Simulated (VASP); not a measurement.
The system is Pt.

```
CELL_PARAMETERS angstrom
0.00000 1.96090 1.96090
1.96090 0.00000 1.96090
1.96090 1.96090 0.00000
ATOMIC_POSITIONS crystal
Pt 0.00000 0.00000 0.00000
```

| Property | Result |
| --- | --- |
| Program | VASP 6.6.1 |
| Task | relaxation of cell and atoms |
| Functional | PBE |
| Potentials or basis | VASP PAW PBE potentials, release 64 (Pt) |
| Cutoff | 520 eV |
| k mesh | 6 × 6 × 6 |
| Occupations | gaussian, width 0.1 eV |
| Spin | no spin polarisation |

At the start: pressure 6.8 GPa; volume 15.08 Å³/atom.

**Question.** Where does the relaxation end?

**Answer.** Over 16 steps the energy falls by 7.6 meV/atom and the volume is 15.45 Å³/atom (+2.5 %); space group Fm-3m (No. 225, to 0.05 Å).

The path:
```tsv
step	energy change (eV)	largest force (eV/Å)	pressure (GPa)	volume (Å³)
1	0.0000	0.0000	6.80	15.08
2	0.0438	0.0000	-14.15	16.52
3	-0.0076	0.0000	-0.08	15.46
4	-0.0076	0.0000	0.03	15.45
5	-0.0076	0.0000	0.03	15.45
6	-0.0076	0.0000	0.03	15.45
7	-0.0076	0.0000	0.02	15.45
8	-0.0076	0.0000	0.02	15.45
9	-0.0076	0.0000	0.02	15.45
10	-0.0076	0.0000	0.02	15.45
11	-0.0076	0.0000	0.02	15.45
12	-0.0076	0.0000	0.03	15.45
13	-0.0076	0.0000	0.02	15.45
14	-0.0076	0.0000	0.02	15.45
15	-0.0076	0.0000	0.02	15.45
16	-0.0076	0.0000	0.00	15.45
```

Final structure:
```cif
data_structure
_symmetry_space_group_name_H-M 'P 1'
_symmetry_Int_Tables_number 1
_cell_length_a 2.7958
_cell_length_b 2.7958
_cell_length_c 2.7958
_cell_angle_alpha 60.000
_cell_angle_beta 60.000
_cell_angle_gamma 60.000
_cell_volume 15.45
loop_
_atom_site_label
_atom_site_type_symbol
_atom_site_fract_x
_atom_site_fract_y
_atom_site_fract_z
_atom_site_occupancy
Pt1 Pt 0.00000 0.00000 0.00000 1
```

Caveat: the k mesh is coarse (spacing up to 0.46 Å⁻¹), so the values aren't converged.
